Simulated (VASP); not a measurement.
Calculation: r2SCAN+rVV10, VASP's PBE PAW potentials (set 64) (plane waves; VASP).

A VASP calculation is set up with these files.

### INCAR
```
# general
SYSTEM   = CdSe
PREC     = Accurate
ENCUT    = 520
LREAL    = .FALSE.
LASPH    = .TRUE.

# electronic loop
EDIFF    = 1E-7
NELM     = 100
ALGO     = Normal
LMAXMIX  = 4
LMIXTAU  = .TRUE.

# smearing
ISMEAR   = -5

# functional
METAGGA  = R2SCAN
LUSE_VDW = .TRUE.
BPARAM   = 11.95
CPARAM   = 0.0093

# ions
ISIF     = 2

# output
LWAVE    = .FALSE.
LCHARG   = .FALSE.
LORBIT   = 11
NEDOS    = 601
```

### KPOINTS
```
Automatic mesh
0
gamma
  8 8 8
```

### KPOINTS_OPT
```
k-points along high-symmetry lines
10
Line-mode
Reciprocal
  0.000000   0.000000   0.000000 ! GAMMA
 -0.500000  -0.500000   0.000000 ! X

 -0.500000  -0.500000   0.000000 ! X
 -0.375000  -0.375000   0.250000 ! U

 -0.375000  -0.000000   0.375000 ! K
  0.000000   0.000000   0.000000 ! GAMMA

  0.000000   0.000000   0.000000 ! GAMMA
 -0.000000  -0.000000   0.500000 ! L

 -0.000000  -0.000000   0.500000 ! L
 -0.500000  -0.250000   0.250000 ! W

 -0.500000  -0.250000   0.250000 ! W
 -0.500000  -0.500000   0.000000 ! X
```

**POSCAR**
```
CdSe
1
    0.0000000000     3.0577112836     3.0577112836
    3.0577112836     0.0000000000     3.0577112836
    3.0577112836     3.0577112836     0.0000000000
Cd Se
1 1
Direct
  0.0000000000   0.0000000000   0.0000000000
  0.2500000000   0.2500000000   0.2500000000
```

POTCAR, in this order: Cd Se (PBE.64 set). Program: vasp_std.

Question: Predict the energy per atom (σ→0), band gap (over mesh and band path).

Answer: 
```json
{
 "energy per atom (σ→0)": "-17.661 eV/atom",
 "band gap (over mesh and band path)": "1.00 eV"
}
```

**OSZICAR**
```
...
DAV:  16    -0.353222020882E+02   -0.34655E-05   -0.14424E-05   779   0.393E-02    0.331E-03
DAV:  17    -0.353222039924E+02   -0.19042E-05   -0.11383E-06   774   0.118E-02    0.696E-04
DAV:  18    -0.353222059191E+02   -0.19266E-05   -0.10709E-06   804   0.109E-02    0.271E-04
DAV:  19    -0.353222058749E+02    0.44203E-07   -0.28489E-08   497   0.156E-03
   1 F= -.35322206E+02 E0= -.35322206E+02  d E =0.000000E+00
       N       E                     dE             ncg
       N       E                     dE             ncg
       N       E                     dE             ncg
```

The compound is CdSe in the zinc blende structure, whereas wurtzite is the usual form. It was relaxed first.
